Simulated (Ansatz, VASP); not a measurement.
## TiTe2 (1T-TiTe2 bilayer, AA) in two plane-wave programs

Aim: how closely do two programs agree when they are given the same cell, functional and k mesh? The cell is taken from a series of runs on this material, whose earlier steps may have relaxed, scaled, displaced or heated it; both programs get it as it stands.

Calculated with Ansatz 0.2.0; plane waves, with VASP 6.6.1 beside it; single point at PBE with D3(BJ) and single point at PBE, spin-orbit coupling.

## 1. Starting point

The cell holds 6 atoms: 4 Te and 2 Ti. Cell: a = 3.685 Å, b = 3.685 Å, c = 27.977 Å, α = 90.0°, β = 90.0°, γ = 120.0°. Vacuum lies along c.

Coordinates:

```
Te Ti
1.0
     3.68455    0.00000    0.00000
    -1.84227    3.19091    0.00000
     0.00000    0.00000   27.97689
Te Ti
4 2
Direct
  0.66667 0.33333 0.32169
  0.33333 0.66667 0.44684
  0.66667 0.33333 0.55316
  0.33333 0.66667 0.67831
  0.00000 0.00000 0.38485
  0.00000 0.00000 0.61515
```

## 2. VASP: single point, PBE with D3(BJ)

A single point gives forces, pressure and levels at one fixed geometry, so differences don't come from the geometry; what else differs is listed under the comparison.

Lines of VASP's logs that name or quote its potential files are left out, and so is its time.

INCAR

```
SYSTEM = TiTe2
PREC = Accurate
ENCUT = 400
EDIFF = 1E-06
NELM = 120
ISMEAR = -1
SIGMA = 0.02585
LREAL = .FALSE.
ALGO = Normal
GGA = PE
IVDW = 12
NBANDS = 30
LASPH = .TRUE.
LORBIT = 11
LWAVE = .FALSE.
LCHARG = .FALSE.
ISIF = 2
LDIPOL = .TRUE.
IDIPOL = 3
DIPOL = 0.5 0.5 0.5
LVHAR = .TRUE.
GGA_COMPAT = .FALSE.
NELMDL = -8
KPAR = 2
```

POSCAR

```
TiTe2
1.0
    3.6845499666      0.0000000000      0.0000000000
   -1.8422749833      3.1909138726      0.0000000000
    0.0000000000      0.0000000000     27.9768926065
Te Ti
4 2
Direct
    0.6666666667      0.3333333333      0.3216940540
    0.3333333333      0.6666666667      0.4468437972
    0.6666666667      0.3333333333      0.5531562028
    0.3333333333      0.6666666667      0.6783059460
    0.0000000000      0.0000000000      0.3848539296
    0.0000000000      0.0000000000      0.6151460704
```

KPOINTS

```
Automatic mesh
0
Gamma
12 12 1
0 0 0
```

Potentials, in the order of the species: Te and Ti_sv (PBE family, release 64).

Run with:

```
> mpirun -np 2 vasp_std
```

Numbers of over 12 decimals in the logs are rounded to 6 here.

Log:

```text
[banner, memory and clock lines left out]
running    2 mpi-ranks, on    1 nodes
 distrk:  each k-point on    1 cores,    2 groups
 distr:  one band on    1 cores,    1 groups

 POSCAR found type information on POSCAR TeTi
 POSCAR found :  2 types and       6 ions
 LDA part: xc-table for (Slater+PW92), standard interpolation
 POSCAR, INCAR and KPOINTS ok, starting setup
 FFT: planning ... GRIDC
 FFT: planning ... GRID_SOFT
 FFT: planning ... GRID
 WAVECAR not read
 entering main loop
       N       E                     dE             d eps       ncg     rms          rms(c)
DAV:   1     0.375284904108E+03    0.37528E+03   -0.18978E+04  1388   0.111E+03
DAV:   2     0.109972448261E+02   -0.36429E+03   -0.35507E+03  1456   0.319E+02
DAV:   3    -0.301809738240E+02   -0.41178E+02   -0.40543E+02  1746   0.978E+01
DAV:   4    -0.359749565367E+02   -0.57940E+01   -0.57782E+01  1856   0.300E+01
DAV:   5    -0.364643598781E+02   -0.48940E+00   -0.48934E+00  1506   0.718E+00
DAV:   6    -0.364732894921E+02   -0.89296E-02   -0.89293E-02  1712   0.138E+00
DAV:   7    -0.364735555189E+02   -0.26603E-03   -0.26602E-03  1626   0.195E-01
DAV:   8    -0.364735602591E+02   -0.47402E-05   -0.47402E-05  1608   0.302E-02    0.174E+01
DAV:   9    -0.363479264235E+02    0.12563E+00   -0.57317E+01  1554   0.461E+01    0.194E+01
DAV:  10    -0.331448284488E+02    0.32031E+01   -0.50586E+01  1552   0.413E+01    0.861E+00
DAV:  11    -0.324975817564E+02    0.64725E+00   -0.25057E+00  1412   0.964E+00    0.458E+00
DAV:  12    -0.323464304353E+02    0.15115E+00   -0.21287E+00  1568   0.826E+00    0.228E+00
DAV:  13    -0.323197631654E+02    0.26667E-01   -0.42311E-01  1526   0.443E+00    0.112E+00
DAV:  14    -0.323128877142E+02    0.68755E-02   -0.37292E-02  1498   0.130E+00    0.612E-01
[...]
DAV:  22    -0.323126268181E+02   -0.28319E-04   -0.84603E-06  1252   0.165E-02    0.117E-02
DAV:  23    -0.323126475037E+02   -0.20686E-04   -0.13130E-06   786   0.663E-03    0.421E-03
DAV:  24    -0.323126558486E+02   -0.83448E-05   -0.30138E-06   958   0.609E-03    0.617E-03
DAV:  25    -0.323126582217E+02   -0.23731E-05   -0.21436E-07   582   0.303E-03    0.434E-03
DAV:  26    -0.323126622677E+02   -0.40461E-05   -0.21003E-07   674   0.171E-03    0.206E-03
DAV:  27    -0.323126662809E+02   -0.40131E-05   -0.30066E-07   616   0.302E-03    0.441E-04
DAV:  28    -0.323126687433E+02   -0.24625E-05   -0.16307E-07   618   0.158E-03    0.877E-04
DAV:  29    -0.323126694295E+02   -0.68616E-06   -0.62756E-08   570   0.128E-03
   1 F= -.34933193E+02 E0= -.34930895E+02  d E =-.459672E-02
```

Parts of OUTCAR (step 2):

```text
ion  position               nearest neighbor table
   1  0.667  0.333  0.322-   5 2.77   5 2.77   5 2.77
   2  0.333  0.667  0.447-   5 2.74   5 2.74   5 2.74   3 3.66   3 3.66   3 3.66
   3  0.667  0.333  0.553-   6 2.74   6 2.74   6 2.74   2 3.66   2 3.66   2 3.66
   4  0.333  0.667  0.678-   6 2.77   6 2.77   6 2.77
   5  0.000  0.000  0.385-   2 2.74   2 2.74   2 2.74   1 2.77   1 2.77   1 2.77
   6  0.000  0.000  0.615-   3 2.74   3 2.74   3 2.74   4 2.77   4 2.77   4 2.77

  LATTYP: Found a hexagonal cell.
 ALAT       =     3.6845499666
 C/A-ratio  =     7.5930284187

 Subroutine GETGRP returns: Found 12 space group operations
 (whereof 12 operations were pure point group operations)

The static configuration has the point symmetry D_3d.

 Found     19 irreducible k-points:

   k-points           NKPTS =     19   k-points in BZ     NKDIM =     19   number of bands    NBANDS=     30

   dimension x,y,z NGX =    24 NGY =   24 NGZ =  192
   dimension x,y,z NGXF=    48 NGYF=   48 NGZF=  384

   ENCUT  =  400.0 eV  29.40 Ry    5.42 a.u.   6.01  6.01 45.62*2*pi/ulx,y,z

   NELECT =      48.0000    total number of electrons

 k-points in reciprocal lattice and weights: Automatic mesh
   0.00000000  0.00000000  0.00000000       0.007
   0.08333333  0.00000000  0.00000000       0.042
   0.16666667  0.00000000  0.00000000       0.042
   0.25000000  0.00000000  0.00000000       0.042
   0.33333333  0.00000000  0.00000000       0.042
   0.41666667  0.00000000  0.00000000       0.042
   0.50000000  0.00000000  0.00000000       0.021
   0.08333333  0.08333333  0.00000000       0.042
   0.16666667  0.08333333  0.00000000       0.083
[...]
0.33333333  0.25000000  0.00000000       0.083
   0.33333333  0.33333333  0.00000000       0.014

 dipolmoment           0.000000      0.000000      0.000000 electrons x Angstroem

 average (electrostatic) potential at core
       1 -93.2137       2 -93.3836       3 -93.3836       4 -93.2137       5 -80.6009
       6 -80.6009

 E-fermi :   0.8424

 k-point     1 :       0.0000    0.0000    0.0000
  band No.  band energies     occupation
    ...
     16      -0.6015      2.00000
     17      -0.6015      2.00000
     18      -0.5548      2.00000
     19      -0.5548      2.00000
     20       0.1711      2.00000
     21       1.2051      0.00000
     22       1.3241      0.00000
     23       1.3241      0.00000
     24       1.3305      0.00000
     25       1.3305      0.00000
    ...

 k-point     2 :       0.0833    0.0000    0.0000
  band No.  band energies     occupation
    ...
     17      -0.5996      2.00000
     18      -0.5393      2.00000
     19      -0.4862      2.00000
     20       0.2700      2.00000
     21       0.7785      1.84431
     22       0.8888      0.28535
     23       1.0627      0.00040
     24       1.1241      0.00004
     25       1.2273      0.00000
     26       1.5228      0.00000
    ...

 k-point     3 :       0.1667    0.0000    0.0000
  band No.  band energies     occupation
    ...
     20      -0.4506      2.00000
     21      -0.2343      2.00000
     22       0.3723      2.00000
     23       0.6525      1.99871
     24       0.7685      1.89163
     25       1.1396      0.00002
     26       1.3584      0.00000
     27       2.0439      0.00000
     28       2.3110      0.00000
     29       2.4394      0.00000
    ...

 Edisp (eV)   -2.62052

  Total      -0.12141    -0.12141    -0.14105     0.00000     0.00000     0.00000
  in kB      -0.59138    -0.59138    -0.68706     0.00000     0.00000     0.00000
  external pressure =       -0.62 kB  Pullay stress =        0.00 kB

  energy-cutoff  :      400.00
  volume of cell :      328.93
      direct lattice vectors                 reciprocal lattice vectors
     3.684549967  0.000000000  0.000000000     0.271403566  0.156694922  0.000000000
    -1.842274983  3.190913873  0.000000000     0.000000000  0.313389844  0.000000000
     0.000000000  0.000000000 27.976892607     0.000000000  0.000000000  0.035743784

 POSITION                                       TOTAL-FORCE (eV/Angst)
 -----------------------------------------------------------------------------------
      1.84227      1.06364      9.00000         0.000000     -0.000000     -0.006156
     -0.00000      2.12728     12.50130         0.000000      0.000000      0.014332
      1.84227      1.06364     15.47559        -0.000000      0.000000     -0.014332
     -0.00000      2.12728     18.97689        -0.000000      0.000000      0.006156
      0.00000      0.00000     10.76702        -0.000000      0.000000     -0.000465
      0.00000      0.00000     17.20988        -0.000000      0.000000      0.000465
 -----------------------------------------------------------------------------------
    total drift:                               -0.000000     -0.000000     -0.000000

  FREE ENERGIE OF THE ION-ELECTRON SYSTEM (eV)
  ---------------------------------------------------
  free  energy   TOTEN  =       -34.9331930034 eV

  energy  without entropy=      -34.9285962845  energy(sigma->0) =      -34.93089464

 vacuum level on the upper side and lower side of the slab         5.677         5.677

 total charge
# of ion       s       p       d       tot
------------------------------------------
    1        1.385   1.999   0.037   3.421
    2        1.385   2.005   0.044   3.434
    3        1.385   2.005   0.044   3.434
    4        1.385   1.999   0.037   3.421
    5        2.167   6.128   1.890  10.185
    6        2.167   6.128   1.890  10.185
--------------------------------------------------
tot          9.875  20.264   3.942  34.082

[... 3 further parts left out ...]
```

## 3. Ansatz: single point, PBE with D3(BJ)

Ansatz runs on its default PAW (the set named soft_2) files.

The same cell, functional, mesh and smearing now go to Ansatz, which takes its cutoff from its data sets.

input.yaml

```yaml
crystal:
  lattice:
    - [3.6845499666, 0.0, 0.0]
    - [-1.8422749833, 3.1909138726, 0.0]
    - [0.0, 0.0, 27.9768926065]
  atoms:
    - { symbol: Te, position: [0.6666666667, 0.3333333333, 0.321694054] }
    - { symbol: Ti, position: [0.0, 0.0, 0.3848539296] }
    - { symbol: Te, position: [0.3333333333, 0.6666666667, 0.4468437972] }
    - { symbol: Te, position: [0.6666666667, 0.3333333333, 0.5531562028] }
    - { symbol: Ti, position: [0.0, 0.0, 0.6151460704] }
    - { symbol: Te, position: [0.3333333333, 0.6666666667, 0.678305946] }
kpoints:
  mp_grid: { grid: [12, 12, 1] }
  band_path:
    path: [[0, 0, 0], [0.5, 0, 0], [0.33333333, 0.33333333, 0], [0, 0, 0]]
    npoints: 16
hamiltonian:
  xc: pbe
  dispersion: d3bj
scf:
  occupations: { method: fermi_dirac, width: 0.02585 }
  convergence: { dr2_threshold: 1.0e-10 }
efield:
  axis: 3
  dipole_correction: true
  ramp_position: 0.97
  ramp_width: 0.06
  amplitude: 0
output:
  dos: { projected: true, e_range: [-6, 5] }
  bader: true
  write_potential: true
  write_density: true
  volumetric_format: npy
  elf: true
```

Run with:

```
> ansatz run input.yaml --threads 4 --pin off --max-ram 6144MiB --backend cpu --events-out ev --progress --plain --runs-dir out
```

Log:

```text
Engine: ansatz 0.2.0, x86_64-unknown-linux-gnu
Pseudopotentials: kind: paw
Pseudopotential: Te, paw, valence charge 16, recommended cutoff 420 eV (normal), Te.paw.azcp
Pseudopotential: Ti, paw, valence charge 12, recommended cutoff 420 eV (normal), Ti.paw.azcp
Functional definition: PBE
  parameter kappa = 0.804
  parameter beta = 0.066725
  exchange = pbe_x(kappa = kappa, mu = beta*pi^2/3)
  correlation = pbe_c(beta = beta)
Crystal: 6 atoms, lattice volume = 328.927 Å³
Basis set: ecut = 420 eV, 6405 PW (Γ)
Bands: 53, of which v1, the nominal top of the filled ones, is band 44 counted from 1 (43 counted from 0)
Symmetry: 6 space group operations
k-points: 19 of 144 (time reversal used)
Non-local potential: Te, projectors of the file, l = 0: 2, l = 1: 2, l = 2: 2, l = 3: 2
Non-local potential: Ti, projectors of the file, l = 0: 3, l = 1: 2, l = 2: 3, l = 3: 1
PAW form: soft (Blöchl's): semilocal exchange-correlation on the pseudo side does not see the compensation charge
PAW one-centre angular grid: Te, 590 points (default); XC on 64 Gauss nodes
PAW one-centre angular grid: Ti, 590 points (default); XC on 64 Gauss nodes
Initial density: superposition of atomic densities (neutral atoms: chi_scale 0, normalization atom), corrected by the library's trained network
Initial wavefunctions: pseudopotential atomic-orbital guess
Functional: x = pbe(κ = 0.804, μ = 0.219515), c = pbe(β = 0.066725)
SCF iter   1: F=—  HF=-32925.883311 eV  |F-HF|=—  |Δ(HF+E_count)|=         —  Δρ=2.66e-3  dr2=8.37e-2  ethr=1.77e-3  p=0.000 e·Å  D=1.60e-13 V/Å  ΔV_dip=-0.00 eV  dr2_dipole=9.11e-6  V_vac-E_F(+/−)=4.77/4.77 eV  ⟨swp⟩=8.7  Hψ=4209  notcnv=0
efield: sawtooth ramp at fractional position 0.9700 (set: `efield.ramp_position`, or a place that a band, a saddle search or an elastic batch's reference lends), width 0.0600; the density the first Hamiltonian is built on has a dipole p = 0.000 e·Å; the dipole correction subtracts the counter field D = 1.60e-13 V/Å, which shifts the + side's vacuum level by -0.00 eV against the − side's; the planar-averaged density in the ramp window peaks in size at 7.9e-6 e/Å³
preconditioner: auto → LDOS  [metal: Δε(μ)=0.046 eV  Ē_g=6.249 eV  σ=0.026 eV  W_gap=0.40  n_scr=72 (ndim 8)  ℏωp=11.6 eV  f_vac=0.516  D(μ)=1.97/eV (n_scr^D=8)  β→1.0]
SCF iter   2: F=—  HF=-32925.906526 eV  |F-HF|=—  |Δ(HF+E_count)|=   2.32e-2  Δρ=4.90e-3  dr2=3.31e-1  ethr=9.52e-5  p=0.000 e·Å  D=2.42e-4 V/Å  ΔV_dip=-0.01 eV  dr2_dipole=9.55e-5  V_vac-E_F(+/−)=5.08/5.09 eV  ⟨swp⟩=3.9  Hψ=2366  notcnv=0  defer=53
SCF iter   3: F=—  HF=-32925.878419 eV  |F-HF|=—  |Δ(HF+E_count)|=   2.81e-2  Δρ=4.63e-4  dr2=2.85e-3  ethr=9.52e-5  p=-0.000 e·Å  D=-1.18e-4 V/Å  ΔV_dip=0.00 eV  dr2_dipole=1.57e-7  V_vac-E_F(+/−)=4.79/4.78 eV  ⟨swp⟩=2.8  Hψ=1368  notcnv=0  defer=53
SCF iter   4: F=—  HF=-32925.878081 eV  |F-HF|=—  |Δ(HF+E_count)|=   3.38e-4  Δρ=1.90e-4  dr2=2.17e-4  ethr=3.24e-6  p=0.000 e·Å  D=1.15e-4 V/Å  ΔV_dip=-0.00 eV  dr2_dipole=2.05e-6  V_vac-E_F(+/−)=4.84/4.84 eV  ⟨swp⟩=2.0  Hψ=1502  notcnv=0  defer=53
SCF iter   5: F=—  HF=-32925.878036 eV  |F-HF|=—  |Δ(HF+E_count)|=   4.53e-5  Δρ=5.00e-5  dr2=1.77e-5  ethr=2.46e-7  p=-0.000 e·Å  D=-8.07e-5 V/Å  ΔV_dip=0.00 eV  dr2_dipole=1.33e-6  V_vac-E_F(+/−)=4.83/4.83 eV  ⟨swp⟩=2.8  Hψ=1723  notcnv=0  defer=53
SCF iter   6: F=—  HF=-32925.878023 eV  |F-HF|=—  |Δ(HF+E_count)|=   1.29e-5  Δρ=1.38e-5  dr2=1.24e-6  ethr=2.01e-8  p=0.000 e·Å  D=4.05e-5 V/Å  ΔV_dip=-0.00 eV  dr2_dipole=2.41e-7  V_vac-E_F(+/−)=4.83/4.83 eV  ⟨swp⟩=3.5  Hψ=2038  notcnv=0  defer=53
SCF iter   7: F=—  HF=-32925.878121 eV  |F-HF|=—  |Δ(HF+E_count)|=   9.79e-5  Δρ=8.52e-6  dr2=9.80e-7  ethr=1.41e-9  p=-0.000 e·Å  D=-4.51e-5 V/Å  ΔV_dip=0.00 eV  dr2_dipole=3.21e-7  V_vac-E_F(+/−)=4.83/4.83 eV  ⟨swp⟩=2.1  Hψ=1595  notcnv=0  defer=53
SCF iter   8: F=—  HF=-32925.878121 eV  |F-HF|=—  |Δ(HF+E_count)|=   6.44e-8  Δρ=3.02e-6  dr2=8.40e-8  ethr=1.11e-9  p=-0.000 e·Å  D=-1.27e-5 V/Å  ΔV_dip=0.00 eV  dr2_dipole=2.35e-8  V_vac-E_F(+/−)=4.83/4.83 eV  ⟨swp⟩=2.0  Hψ=1122  notcnv=0  defer=53
SCF iter   9: F=—  HF=-32925.878121 eV  |F-HF|=—  |Δ(HF+E_count)|=   3.09e-8  Δρ=7.90e-7  dr2=5.36e-9  ethr=9.55e-11  p=-0.000 e·Å  D=-3.56e-6 V/Å  ΔV_dip=0.00 eV  dr2_dipole=1.69e-9  V_vac-E_F(+/−)=4.83/4.83 eV  ⟨swp⟩=2.0  Hψ=1150  notcnv=0  defer=53
SCF iter  10: F=—  HF=-32925.878121 eV  |F-HF|=—  |Δ(HF+E_count)|=   2.37e-9  Δρ=1.84e-7  dr2=2.11e-10  ethr=6.10e-12  p=-0.000 e·Å  D=-8.08e-7 V/Å  ΔV_dip=0.00 eV  dr2_dipole=4.41e-11  V_vac-E_F(+/−)=4.83/4.83 eV  ⟨swp⟩=2.0  Hψ=1203  notcnv=0  defer=53
SCF iter  11: F=-32925.878121 eV  HF=-32925.878121 eV  |F-HF|=2.91e-11  |Δ(HF+E_count)|=  1.24e-10  Δρ=4.54e-8  dr2=1.40e-11  ethr=1.00e-12  p=-0.000 e·Å  D=-9.20e-8 V/Å  ΔV_dip=0.00 eV  dr2_dipole=2.77e-14  V_vac-E_F(+/−)=4.83/4.83 eV  ⟨swp⟩=9.8  Hψ=3095  notcnv=0
SCF 1 converged in 11 iterations: F = -32925.878121 eV  dr2 = 1.40e-11
  greatest PAW one-centre occupation: 0.999 electrons in one spin orbital (limit 2), on the Ti atom at site 4 (counted from 0), in its partial waves of l = 0
NSCF: frozen V_eff on 49 k-points
efield: sawtooth ramp at fractional position 0.9700 (kept from the solve that this one continues, or follows in the run), width 0.0600; the density the first Hamiltonian is built on has a dipole p = -0.000 e·Å; the dipole correction subtracts the counter field D = -9.20e-8 V/Å, which shifts the + side's vacuum level by +0.00 eV against the − side's; the planar-averaged density in the ramp window peaks in size at 2.2e-6 e/Å³
WARN: The output density's exchange-correlation potential varies sharply where the density is thin. Do not read a vacuum level from v_tot or v_xc, or from such a field of the output density. On a cell that repeats whose density bears no net charge and no dipole along the vacuum's axis use v_es (v_loc + v_h of the components); under efield.dipole_correction with no amplitude use v_es + v_field, which holds any externa [...]
SCF converged after 11 iterations
Free energy (F): -32925.878121 eV
Harris-Foulkes:  -32925.878121 eV  (|F-HF|=2.91e-11)
Internal energy: -32925.873519 eV  (E = F + TS)
E sigma→0 (E₀):  -32925.875820 eV
Entropy (-TS):   -0.004602 eV (-0.767 meV/atom)
Fermi energy:    2.530315 eV
Dipole field:    D = 0.000000 V/Å  (p = 0.000000 e·Å, saw-weighted, corrected)
Work function:   Φ+ = 4.8290 eV   Φ− = 4.8291 eV
Levels:          The Fermi level and band energies are counted from a zero that moves with the ramp; work functions are not
--- Per-component energies (eV) ---
  E_band       = -2015.305333
  E_kinetic    = 1268.740396
  E_local      = -92296.264121  (includes V_loc(G=0)·N_el)
  E_nonlocal   = -1223.842482
  E_hartree    = 46380.796044
  E_xc         = -693.965157
  E_vxc        = -663.008433  (∫ρ·V_xc dr)
  E_paw        = -20745.293056  (= ΣΔE_a)
  E_vpaw       = -1862.522458  (= ΣTr[D̂ρ^β])
  E_aug_tail   = -0.000519  (compensation charges beyond the density's cutoff)
  E_efield     = 0.000000  (sawtooth field / dipole correction)
  E_vefield    = 0.000000  (∫n·V_field dr)
  E_ewald      = 34386.576289
  E_disp       = -2.620914  (pairwise vdW)
  E_smearing   = -0.004602  (= −TS)
  E_closure    = 0.000000  (closes the sum)
  Σ components = -32925.878121   (vs F -32925.878121, Δ=0.00e0)
--- Band table (eV; the first three rows and the last of 19) ---
  k-point 0: bands = [... 40 lower, 2.8934, 3.0170, 3.0170, 3.0234, 3.0234, 3.5449, 3.6885, 3.6885, ... 5 higher]
  k-point 1: bands = [... 40 lower, 2.4660, 2.5769, 2.7534, 2.8155, 2.9173, 3.2100, 3.7692, 3.8554, ... 5 higher]
  k-point 2: bands = [... 40 lower, 1.4521, 2.0528, 2.3420, 2.4589, 2.8294, 3.0467, 3.7333, 3.9987, ... 5 higher]
  k-point 18: bands = [... 40 lower, 0.3286, 0.3286, 0.6625, 0.6625, 3.6695, 3.6695, 3.7335, 3.7387, ... 5 higher]
--- Bader charges: 6 sites ---
  site symbol  charge [e]  shift [e]
     0     Te     -0.6724     0.0015
     1     Ti      1.3464     0.0028
     2     Te     -0.6740     0.0013
     3     Te     -0.6739     0.0013
     4     Ti      1.3463     0.0028
     5     Te     -0.6724     0.0015
  estimated error of the sums over rays = 5.5e-4 e
```

## 4. Comparison

Known differences besides the potentials themselves: the data sets hold 88 valence electrons in Ansatz (on its default PAW (the set named soft_2) files) and 48 in VASP; the cutoff is 420 eV in Ansatz and 400 eV in VASP. Total energies have different zeros and are not compared.

The two programs side by side:

```csv
quantity,Ansatz,VASP,difference
"work function, lower of the two faces (eV)",4.83,4.83,-0.01
"work function, higher of the two faces (eV)",4.83,4.83,-0.01
```

With vacuum in the cell, a pressure given here is an average over mostly empty space and none of the material.

(Continued in part 2 of 2.)

[Lines on the potential files, build, host, timing and source positions are cut from VASP's logs without a mark.]

[Logs are printed without paths, hosts, clocks, repeated set-up lines and the standing remarks that a program may print on its own settings, such as how far it seeks lower states.]

[Hosts, paths, dates, database ids (printed as entryN), source tags and the programs' standing remarks are cut or masked in the printed files.]
